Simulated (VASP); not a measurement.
# MnPtS3 (Pm-3m) in VASP: reference runs

Reference runs on MnPtS3: the cell as given.

Everything below comes from runs of VASP 6.6.1. Logs are shortened: lines on timing, memory, paths and dates and some standing lists are left out, and cuts for length are marked.

**1. The structure**

It takes space group Pm-3m (No. 221, cubic). The conventional cell has a = 4.591 Å, b = 4.591 Å, c = 4.591 Å, α = 90.00°, β = 90.00°, γ = 90.00°. Around Mn (site symmetry m-3m) lie 12 S at 3.25 Å. Pt (site symmetry m-3m) is surrounded by 6 S at 2.30 Å. Around S (site symmetry 4/mmm) lie 2 Pt at 2.30 Å.

The cell was built by a generator and needn't be a form met in nature.

**2. Single point, PBE, collinear spin, ferromagnetic start**

File INCAR:

```
PREC     = Accurate       # precision mode
ENCUT    = 520            # plane-wave cutoff, eV
EDIFF    = 1E-7           # SCF threshold, eV
ISMEAR   = -1             # smearing method
SIGMA    = 0.05           # smearing width, eV
LREAL    = False          # projectors in reciprocal space
LASPH    = True           # aspherical terms in the spheres
NELM     = 120            # most SCF steps
ALGO     = Normal         # electronic algorithm
ISIF     = 2              # what is computed and relaxed
LWAVE    = False          # write WAVECAR
LCHARG   = False          # write CHGCAR
ISPIN    = 2              # spin polarisation
MAGMOM   = 4 0 0 0 0      # initial moments
LORBIT   = 11             # projections on sites
LMAXMIX  = 4              # l up to which the mixer works
GGA      = PE             # functional
NBANDS   = 32             # bands
```

File KPOINTS:

```
Automatic mesh
0
Gamma
  6 6 6
```

File POSCAR:

```
MnPtS3
1.0
    4.5906928300      0.0000000000      0.0000000000
    0.0000000000      4.5906928300      0.0000000000
    0.0000000000      0.0000000000      4.5906928300
Mn Pt S
1 1 3
Direct
    0.0000000000      0.0000000000      0.0000000000
    0.5000000000      0.5000000000      0.5000000000
    0.0000000000      0.5000000000      0.5000000000
    0.5000000000      0.0000000000      0.5000000000
    0.5000000000      0.5000000000      0.0000000000
```

Potentials or basis: VASP PAW PBE potentials, release 64 (Mn_pv, Pt, S).

The run is started by

```sh
$ cat potpaw_PBE.64/Mn_pv/POTCAR potpaw_PBE.64/Pt/POTCAR potpaw_PBE.64/S/POTCAR > POTCAR
$ mpirun -np 1 vasp_std > vasp.out
```

OUTCAR:

```text
PREC = Accurate
   ENCUT = 520
   EDIFF = 1E-7
   ISMEAR = -1
   LREAL = False
   LASPH = True
   NELM = 120
   ISIF = 2
   ISPIN = 2
   LORBIT = 11
   GGA = PE

 ion  position               nearest neighbor table
   1  0.000  0.000  0.000-
   2  0.500  0.500  0.500-   3 2.30   4 2.30   5 2.30   5 2.30   4 2.30   3 2.30
   3  0.000  0.500  0.500-   2 2.30   2 2.30
   4  0.500  0.000  0.500-   2 2.30   2 2.30
   5  0.500  0.500  0.000-   2 2.30   2 2.30

  LATTYP: Found a simple cubic cell.
 ALAT       =     4.5906928300

  Lattice vectors:

 A1 = (   4.5906928300,   0.0000000000,   0.0000000000)
 A2 = (   0.0000000000,   4.5906928300,   0.0000000000)
 A3 = (   0.0000000000,   0.0000000000,   4.5906928300)

Analysis of symmetry for initial positions (statically):
=====================================================================
 Subroutine PRICEL returns:
 Original cell was already a primitive cell.

 Routine SETGRP: Setting up the symmetry group for a
 simple cubic supercell.

 Subroutine GETGRP returns: Found 48 space group operations
 (whereof 48 operations were pure point group operations)
 out of a pool of 48 trial point group operations.

The static configuration has the point symmetry O_h .

Analysis of symmetry for dynamics (positions and initial velocities):
=====================================================================
 Subroutine PRICEL returns:
 Original cell was already a primitive cell.

 Routine SETGRP: Setting up the symmetry group for a
 simple cubic supercell.

 Subroutine GETGRP returns: Found 48 space group operations
 (whereof 48 operations were pure point group operations)
 out of a pool of 48 trial point group operations.

The dynamic configuration has the point symmetry O_h .

Analysis of structural, dynamic, and magnetic symmetry:
=====================================================================
 Subroutine PRICEL returns:
 Original cell was already a primitive cell.

 Routine SETGRP: Setting up the symmetry group for a
 simple cubic supercell.

 Subroutine GETGRP returns: Found 48 space group operations
 (whereof 48 operations were pure point group operations)
 out of a pool of 48 trial point group operations.

The overall configuration has the point symmetry O_h .

 Subroutine INISYM returns: Found 48 space group operations
 (whereof 48 operations are pure point group operations),
 and found     1 'primitive' translations

----------------------------------------------------------------------------------------

                                     Primitive cell

  volume of cell :      96.7464

  direct lattice vectors                    reciprocal lattice vectors
     4.590692830  0.000000000  0.000000000     0.217832043  0.000000000  0.000000000
     0.000000000  4.590692830  0.000000000     0.000000000  0.217832043  0.000000000
     0.000000000  0.000000000  4.590692830     0.000000000  0.000000000  0.217832043

  length of vectors
     4.590692830  4.590692830  4.590692830     0.217832043  0.217832043  0.217832043

  position of ions in fractional coordinates (direct lattice)
     0.000000000  0.000000000  0.000000000
     0.500000000  0.500000000  0.500000000
     0.000000000  0.500000000  0.500000000
     0.500000000  0.000000000  0.500000000
     0.500000000  0.500000000  0.000000000

  ion indices of the primitive-cell ions
   primitive index   ion index
                 1           1
                 2           2
                 3           3
                 4           4
                 5           5

----------------------------------------------------------------------------------------

 KPOINTS: Automatic mesh

Automatic generation of k-mesh.
 Grid dimensions read from file:
 generate k-points for:    6    6    6

 Generating k-lattice:

  Cartesian coordinates                     Fractional coordinates (reciprocal lattice)
     0.036305341  0.000000000  0.000000000     0.166666667  0.000000000  0.000000000
     0.000000000  0.036305341  0.000000000     0.000000000  0.166666667  0.000000000
     0.000000000  0.000000000  0.036305341     0.000000000  0.000000000  0.166666667

  Length of vectors
     0.036305341  0.036305341  0.036305341

  Shift w.r.t. Gamma in fractional coordinates (k-lattice)
     0.000000000  0.000000000  0.000000000

 Subroutine IBZKPT returns following result:
 ===========================================

 Found     20 irreducible k-points:

 Following reciprocal coordinates:
            Coordinates               Weight
  0.000000  0.000000  0.000000      1.000000
  0.166667  0.000000  0.000000      6.000000
  0.333333  0.000000  0.000000      6.000000
  0.500000  0.000000  0.000000      3.000000
  0.166667  0.166667  0.000000     12.000000
  0.333333  0.166667  0.000000     24.000000
[... 12 lines left out ...]
  0.500000  0.500000  0.333333      6.000000
  0.500000  0.500000  0.500000      1.000000
   k-points           NKPTS =     20   k-points in BZ     NKDIM =     20   number of bands    NBANDS=     32
   number of dos      NEDOS =    301   number of ions     NIONS =      5
   total plane-waves  NPLWV =  46656
   dimension x,y,z NGX =    36 NGY =   36 NGZ =   36
   dimension x,y,z NGXF=    72 NGYF=   72 NGZF=   72
   ions per type =               1   1   3
   NGX,Y,Z   is equivalent  to a cutoff of  13.04, 13.04, 13.04 a.u.
   NGXF,Y,Z  is equivalent  to a cutoff of  26.07, 26.07, 26.07 a.u.
 SYSTEM =  unknown system
   PREC   = accura    normal or accurate (medium, high low for compatibility)
   ISTART =      0    job   : 0-new  1-cont  2-samecut
   ICHARG =      2    charge: 1-file 2-atom 10-const
   ISPIN  =      2    spin polarized calculation?
   LNONCOLLINEAR =      F non collinear calculations
   LSORBIT =      F    spin-orbit coupling
   LASPH  =      T    aspherical Exc in radial PAW
   ENCUT  =  520.0 eV  38.22 Ry    6.18 a.u.   8.54  8.54  8.54*2*pi/ulx,y,z
   NELM   =    120;   NELMIN=  2; NELMDL= -5     # of ELM steps
   EDIFF  = 0.1E-06   stopping-criterion for ELM
   LREAL  =      F    real-space projection
   EDIFFG = 0.1E-05   stopping-criterion for IOM
   NSW    =      0    number of steps for IOM
   IBRION =     -1    ionic relax: 0-MD 1-quasi-New 2-CG
   NFREE  =      0    steps in history (QN), initial steepest desc. (CG)
   ISIF   =      2    stress and relaxation
   ISYM   =      2    0-nonsym 1-usesym 2-fastsym
   POTIM  = 0.5000    time-step for ionic-motion
   TEBEG  =    0.0;   TEEND  =   0.0 temperature during run
   PSTRESS=    0.0 pullay stress
   NELECT =      41.0000    total number of electrons
   NUPDOWN=      -1.0000    fix difference up-down
   EMIN   =  10.00;   EMAX   =-10.00  energy-range for DOS
   EFERMI =   0.00;   METHOD = LEGACY
   ISMEAR =    -1;   SIGMA  =   0.05  broadening in eV -4-tet -1-fermi 0-gaus
   EFERMI_NEDOS =   21; number of points for ismear=-14 and -15
   IALGO  =     38    algorithm
   IMIX   =      4    mixing-type and parameters
     AMIX     =   0.40;   BMIX     =  1.00
     AMIX_MAG =   1.60;   BMIX_MAG =  1.00
  volume/ion in A,a.u.               =      19.35       130.58
  Fermi-wavevector in a.u.,A,eV,Ry     =   1.229677  2.323753 20.573460  1.512107
  Thomas-Fermi vector in A             =   2.364555
   LORBIT       =     11    0 simple, 1 ext, 2 COOP (PROOUT), +10 PAW based schemes
   GGA     = PE    functional components
   LHFCALC =     F    Hartree Fock is set to
   AEXX    =    0.0000 exact exchange contribution
   IVDW    =     0    specifies the selected vdW correction
   LEPSILON=     F    determine dielectric tensor
   LRPA    =     F    only Hartree local field effects (RPA)
 spin polarized calculation
  energy-cutoff  :      520.00
  volume of cell :       96.75
 maximum number of plane-waves:      2629
 NGX is ok and might be reduce to    36
   NGX = 17   NGY = 17   NGZ = 17

 number of electron      41.0000000 magnetization       4.3631638

 Free energy of the ion-electron system (eV)
  ---------------------------------------------------
  ext. energy  EPLUGINS =         0.00000000
  ---------------------------------------------------
  free energy    TOTEN  =       -24.59934443 eV

  energy without entropy =      -24.56647425  energy(sigma->0) =      -24.58290934

 E-fermi :   5.6422     XC(G=0): -10.3404

 val. band max:        5.6299142355   @ k =   0.3333   0.3333   0.3333
 cond. band min:       5.6854157840   @ k =   0.3333   0.0000   0.0000
 fundamental gap:      0.0555015485
 Fermi energy:         5.6421838217

 spin component 1

 k-point     1 :       0.0000    0.0000    0.0000
  band No.  band energies     occupation
      1     -45.1954      1.00000
      2     -45.1954      1.00000
      3     -45.1954      1.00000
      4      -8.8305      1.00000
      5      -6.8752      1.00000
      6      -6.8752      1.00000
[... 689 lines left out ...]
     31      13.8706      0.00000
     32      13.8706      0.00000
 Fermi energy:         5.6421838217

 spin component 2

 k-point     1 :       0.0000    0.0000    0.0000
  band No.  band energies     occupation
      1     -40.4509      1.00000
      2     -40.4509      1.00000
      3     -40.4509      1.00000
      4      -8.9017      1.00000
      5      -6.9627      1.00000
      6      -6.9627      1.00000
[... 689 lines left out ...]
     31      14.8757      0.00000
     32      14.8757      0.00000

------------------------ aborting loop because EDIFF is reached ----------------------------------------

  FORCE on cell =-STRESS in cart. coord.  units (eV):
  Direction    XX          YY          ZZ          XY          YZ          ZX
  --------------------------------------------------------------------------------------
  -------------------------------------------------------------------------------------
  Total        4.8323613      4.8323613      4.8323613      0.0000000     -0.0000000      0.0000000
  in kB       80.0267681     80.0267681     80.0267681      0.0000000     -0.0000000      0.0000000
  external PRESSURE =      80.0267681 kB  Pullay stress =       0.0000000 kB

 VOLUME and BASIS-vectors are now :
 -----------------------------------------------------------------------------
  energy-cutoff  :      520.00
  volume of cell :       96.75
      direct lattice vectors                 reciprocal lattice vectors
     4.590692830  0.000000000  0.000000000     0.217832043  0.000000000  0.000000000
     0.000000000  4.590692830  0.000000000     0.000000000  0.217832043  0.000000000
     0.000000000  0.000000000  4.590692830     0.000000000  0.000000000  0.217832043

 POSITION                                       TOTAL-FORCE (eV/Angst)
 -----------------------------------------------------------------------------------
      0.00000      0.00000      0.00000         0.000000      0.000000      0.000000
      2.29535      2.29535      2.29535         0.000000      0.000000      0.000000
      0.00000      2.29535      2.29535         0.000000      0.000000      0.000000
      2.29535      0.00000      2.29535         0.000000      0.000000      0.000000
      2.29535      2.29535      0.00000         0.000000      0.000000      0.000000
 -----------------------------------------------------------------------------------
    total drift:                                0.000000      0.000000      0.000000

  FREE ENERGIE OF THE ION-ELECTRON SYSTEM (eV)
  ---------------------------------------------------
  free  energy   TOTEN  =       -24.5993444264 eV

  energy  without entropy=      -24.5664742536  energy(sigma->0) =      -24.58290934

 total charge

# of ion       s       p       d       tot
------------------------------------------
    1        0.168   6.046   4.879  11.093
    2        0.700   0.758   8.242   9.700
    3        1.366   2.308   0.000   3.674
    4        1.366   2.308   0.000   3.674
    5        1.366   2.308   0.000   3.674
--------------------------------------------------
tot          4.965  13.728  13.121  31.814

 magnetization (x)

# of ion       s       p       d       tot
------------------------------------------
    1        0.065   0.016   4.370   4.450
    2       -0.000   0.007  -0.085  -0.079
    3        0.001  -0.074   0.000  -0.073
    4        0.001  -0.074   0.000  -0.073
    5        0.001  -0.074   0.000  -0.073
--------------------------------------------------
tot          0.069  -0.200   4.284   4.153
```

It took 60 s on 1 thread of Intel Xeon 6975P-C (Granite Rapids), shared host; peak memory 0.3 GiB.

Results:

```yaml
Free_energy: -24.5993 eV
Pressure: 8.0 GPa
Band_gap_on_the_k_mesh: none (metal or under the smearing width)
Net_moment: 4.36 μB per cell
Site_moments: Mn +4.45; Pt -0.08; S -0.07 μB
Valence_electrons_inside_the_program's_atomic_spheres: Mn 11.09; Pt 9.70; S 3.67
```

Levels at points of the mesh, in eV from the Fermi level:
Spin up:
```tsv
k point	band 20	band 21	band 22	band 23	band 24	band 25	band 26	band 27
(0.00, 0.00, 0.00)	-1.15	-1.15	-1.15	-0.73	-0.68	-0.68	-0.68	3.69
(0.50, 0.00, 0.00)	-1.18	-0.52	-0.52	-0.12	-0.12	0.17	2.70	3.97
(0.50, 0.50, 0.00)	-1.41	-0.90	0.27	0.27	0.57	2.69	4.05	5.65
(0.50, 0.50, 0.50)	-0.92	-0.58	0.50	0.50	0.50	5.72	5.72	6.78
```
Spin down:
```
           k point  band 16  band 17  band 18  band 19  band 20  band 21
(0.00, 0.00, 0.00)    -1.31    -1.31    -0.72    -0.72    -0.72     0.28
(0.50, 0.00, 0.00)    -1.03    -1.03    -0.21    -0.21     0.14     1.08
(0.50, 0.50, 0.00)    -1.03    -0.43    -0.43     0.07     1.25     1.28
(0.50, 0.50, 0.50)     0.33     0.33     0.33     0.74     1.19     1.19
```

Caveat: a cell with one magnetic atom can't hold antiferromagnetic order, which such compounds often take; semilocal functionals often make such compounds metallic where correlation or magnetic order opens a gap, which also shifts bond lengths. The run has no spin-orbit coupling, so splittings on Pt are missing.
